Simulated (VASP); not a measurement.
A convergence study with VASP on SiC (zinc blende): one setting is varied, all else stays as given below, so the limit is that of these other settings.

```
CELL_PARAMETERS angstrom
      0.00000     2.18000     2.18000
      2.18000     0.00000     2.18000
      2.18000     2.18000     0.00000
ATOMIC_POSITIONS crystal
  Si 0.00000 0.00000 0.00000
  C  0.25000 0.25000 0.25000
```

Method: PBE GGA, VASP's PBE PAW potentials (set 64) (plane waves; VASP). The tightest run used: 700 eV cut-off, 20×20×20 Γ-centred mesh, Gaussian smearing of 0.050 eV, potentials Si C.

Question: The settings run are 1×1×1 mesh; 2×2×2 mesh; 3×3×3 mesh; 4×4×4 mesh; 5×5×5 mesh; 7×7×7 mesh; 8×8×8 mesh; 9×9×9 mesh; 10×10×10 mesh; 11×11×11 mesh; 13×13×13 mesh; 14×14×14 mesh; 15×15×15 mesh; 16×16×16 mesh; 17×17×17 mesh; 19×19×19 mesh; 20×20×20 mesh. From which on does the energy per atom stay within 0.005 eV/atom of the tightest run?

Answer: From 7×7×7 mesh on: it is off by 0.0017 there and by no more than 0.005 in any finer run, while 5×5×5 mesh is off by 0.0176.
```
setting        E (eV/atom)  pressure (GPa)  irreducible k-points  difference judged (eV/atom)
-------------  -----------  --------------  --------------------  ---------------------------
1×1×1 mesh          1.5765           42.13                     1                       9.1079
2×2×2 mesh         -6.2834           11.33                     3                       1.2480
3×3×3 mesh         -7.2799            4.29                     4                       0.2515
4×4×4 mesh         -7.4684            3.11                     8                       0.0630
5×5×5 mesh         -7.5138            2.83                    10                       0.0176
7×7×7 mesh         -7.5297            2.73                    20                       0.0017
8×8×8 mesh         -7.5308            2.72                    29                       0.0006
9×9×9 mesh         -7.5312            2.72                    35                       0.0002
10×10×10 mesh      -7.5313            2.71                    47                       0.0001
11×11×11 mesh      -7.5314            2.71                    56                       0.0000
13×13×13 mesh      -7.5314            2.71                    84                       0.0000
14×14×14 mesh      -7.5314            2.71                   104                       0.0000
15×15×15 mesh      -7.5314            2.71                   120                       0.0000
16×16×16 mesh      -7.5314            2.71                   145                       0.0000
17×17×17 mesh      -7.5314            2.71                   165                       0.0000
19×19×19 mesh      -7.5314            2.71                   220                       0.0000
20×20×20 mesh      -7.5314            2.71                   256                       0.0000
```

Left out are rungs that failed or repeat a setting and relaxations that didn't move; long series are thinned to 24 rows.

The compound is SiC in the zinc blende structure. The cell was not relaxed at this level.
